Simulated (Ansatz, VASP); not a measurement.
## Mg108O107 (V_O (F centre)): VASP beside Ansatz

Wanted: the spread between two codes on one cell, functional and k mesh. The cell is taken from a series of runs on this material, whose earlier steps may have relaxed, scaled, displaced or heated it; both programs get it as it stands.

Main program and level: Ansatz 0.2.0; plane waves, with VASP 6.6.1 beside it; single point at PBEsol.

### 1. Set-up

The cell holds 215 atoms: 108 Mg and 107 O. Its edges and angles: a = 12.643 Å, b = 12.643 Å, c = 12.643 Å, α = 90.0°, β = 90.0°, γ = 90.0°. It derives from MgO (MgO (Fm-3m)). Nearest the centre at fractional (0.500, 0.500, 0.500): Mg90 at 2.25 Å, Mg56 at 2.25 Å, Mg67 at 2.25 Å, Mg55 at 2.26 Å, Mg60 at 2.26 Å, Mg54 at 2.26 Å, O197 at 2.93 Å, O208 at 2.93 Å.

### 2. VASP: single point, PBEsol

A single point gives forces, pressure and levels at one fixed geometry, so differences don't come from the geometry; what else differs is listed under the comparison.

Lines of VASP's logs that name or quote its potential files are left out, and so is its time.

INCAR reads:

```
SYSTEM = Mg108O107
PREC = Accurate
ENCUT = 520
EDIFF = 1E-06
NELM = 120
ISMEAR = -1
SIGMA = 0.01
LREAL = Auto
ALGO = Normal
GGA = PS
NBANDS = 579
LORBIT = 11
LWAVE = .FALSE.
LCHARG = .FALSE.
ISIF = 2
LASPH = .TRUE.
GGA_COMPAT = .FALSE.
EFERMI = MIDGAP
SYMPREC = 1E-04
ISYM = 0
```

POSCAR reads:

```
Mg108O107
1.0
   12.6432114000      0.0000000000      0.0000000000
    0.0000000000     12.6432114000      0.0000000000
    0.0000000000      0.0000000000     12.6432114000
Mg O
108 107
Direct
    0.9996946777      0.9999492583      0.0001612799
    0.9996970629      0.1664927818      0.1667073635
[... 41 atom lines left out ...]
    0.4996980832      0.1650558265      0.3324011898
[... 5 atom lines left out ...]
    0.3319326009      0.4999482149      0.1652765371
    0.4996967838      0.3321859323      0.1652764033
[... 1 atom line left out ...]
    0.3328275336      0.3330758225      0.3332943867
    0.3213065541      0.4999536988      0.5001644770
    0.4996992803      0.3215553638      0.5001621894
    0.4996972991      0.4999526861      0.3217758154
    0.3328264690      0.3330784803      0.6670361158
[... 2 atom lines left out ...]
    0.4996992327      0.4999511742      0.6785486393
[... 2 atom lines left out ...]
    0.4996963986      0.6677074723      0.1652764454
[... 1 atom line left out ...]
    0.3328193349      0.6668231747      0.3332898219
[... 1 atom line left out ...]
    0.4996978095      0.6783328215      0.5001595101
    0.4996951206      0.8348343612      0.3323980498
    0.3328238273      0.6668201550      0.6670341787
[... 8 atom lines left out ...]
    0.6674569834      0.1650567167      0.5001617258
[... 7 atom lines left out ...]
    0.6674575194      0.4999459873      0.1652781505
[... 2 atom lines left out ...]
    0.6665681142      0.3330753945      0.3332937525
    0.6780772799      0.4999494965      0.5001588552
    0.8345816917      0.3321852564      0.5001630084
    0.8345837526      0.4999468874      0.3324007968
    0.6665667808      0.3330793066      0.6670317388
    0.6674556994      0.4999495674      0.8350515578
[... 1 atom line left out ...]
    0.8345801140      0.4999482721      0.6679209102
[... 4 atom lines left out ...]
    0.6665719150      0.6668180752      0.3332867525
    0.6674571871      0.8348338158      0.5001597760
    0.8345857600      0.6677085615      0.5001596250
[... 1 atom line left out ...]
    0.6665675018      0.6668164134      0.6670324220
[... 22 atom lines left out ...]
    0.1643820015      0.4999474222      0.5001649129
[... 23 atom lines left out ...]
    0.4996968670      0.1646376439      0.5001606322
[... 7 atom lines left out ...]
    0.4996942022      0.4999487133      0.1648564488
    0.3358590830      0.3361113959      0.5001654952
    0.3358520189      0.4999499780      0.3363256391
    0.4996970520      0.3361075604      0.3363255625
[... 1 atom line left out ...]
    0.3358574174      0.4999508087      0.6639992954
    0.4996940125      0.3361090581      0.6640020657
    0.4996923586      0.4999494160      0.8354705117
[... 4 atom lines left out ...]
    0.3358538506      0.6637890024      0.5001603431
[... 1 atom line left out ...]
    0.4996951564      0.6637906741      0.3363167470
    0.4996938638      0.8352531264      0.5001568246
[... 2 atom lines left out ...]
    0.4996944051      0.6637903201      0.6640029853
[... 17 atom lines left out ...]
    0.6635331584      0.3361054641      0.5001580027
    0.6635376750      0.4999479591      0.3363192332
[... 1 atom line left out ...]
    0.8350024789      0.4999467379      0.5001604156
[... 1 atom line left out ...]
    0.6635350710      0.4999481706      0.6640026266
[... 6 atom lines left out ...]
    0.6635375402      0.6637879452      0.5001562279
[... 6 atom lines left out ...]
    0.8328079307      0.8330630710      0.8332746934
```

KPOINTS reads:

```
Automatic mesh
0
Gamma
1 1 1
0 0 0
```

Potentials, in the order of the species: Mg and O (PBE family, release 64).

On the command line:

```sh
$ export OMP_NUM_THREADS=3
$ mpirun -np 1 vasp_gam
```

Output:

```text
[banner, memory and clock lines left out]
running    1 mpi-ranks, on    1 nodes
[...]
Offloading initialized ...    1 GPUs detected
[...]
|                                                                             |
|               ----> ADVICE to this user running VASP <----                  |
|                                                                             |
|     You enforced a specific xc type in the INCAR file but a different       |
|     [... a line on the potential file left out ...]
|     I HOPE YOU KNOW WHAT YOU ARE DOING!                                     |
|                                                                             |

 LDA part: xc-table for (Slater+PW92), standard interpolation
 POSCAR, INCAR and KPOINTS ok, starting setup
[...]
WARNING: random wavefunctions but no delay for mixing, default for NELMDL
 entering main loop
       N       E                     dE             d eps       ncg     rms          rms(c)
DAV:   1     0.852357680583E+04    0.85236E+04   -0.46997E+05  1166   0.145E+03
DAV:   2    -0.429628740524E+03   -0.89532E+04   -0.84829E+04  1684   0.345E+02
DAV:   3    -0.146605228916E+04   -0.10364E+04   -0.10275E+04  1324   0.122E+02
DAV:   4    -0.148718153848E+04   -0.21129E+02   -0.21067E+02  1396   0.180E+01
[...]
DAV:  16    -0.133806717669E+04    0.48156E-05   -0.13096E-05  1420   0.978E-03    0.455E-03
DAV:  17    -0.133806717747E+04   -0.77828E-06   -0.14306E-05  1300   0.527E-03    0.475E-03
DAV:  18    -0.133806717716E+04    0.30745E-06   -0.10307E-06   684   0.151E-03
   1 F= -.13380672E+04 E0= -.13380672E+04  d E =-.102459E-20
```

From OUTCAR (step 2):

```text
  FREE ENERGIE OF THE ION-ELECTRON SYSTEM (eV)
  ---------------------------------------------------
  free  energy   TOTEN  =     -1338.0671771622 eV

  energy  without entropy=    -1338.0671771622  energy(sigma->0) =    -1338.06717716
```

The run ends at a pressure of 0.21 GPa, with forces up to 1.7 eV/Å.

(Continued in part 2 of 2.)

[Lines on the potential files, build, host, timing and source positions are cut from VASP's logs without a mark.]

[Logs are printed without paths, hosts, clocks, repeated set-up lines and the standing remarks that a program may print on its own settings, such as how far it seeks lower states.]

[Hosts, paths, dates, database ids (printed as entryN), source tags and the programs' standing remarks are cut or masked in the printed files.]
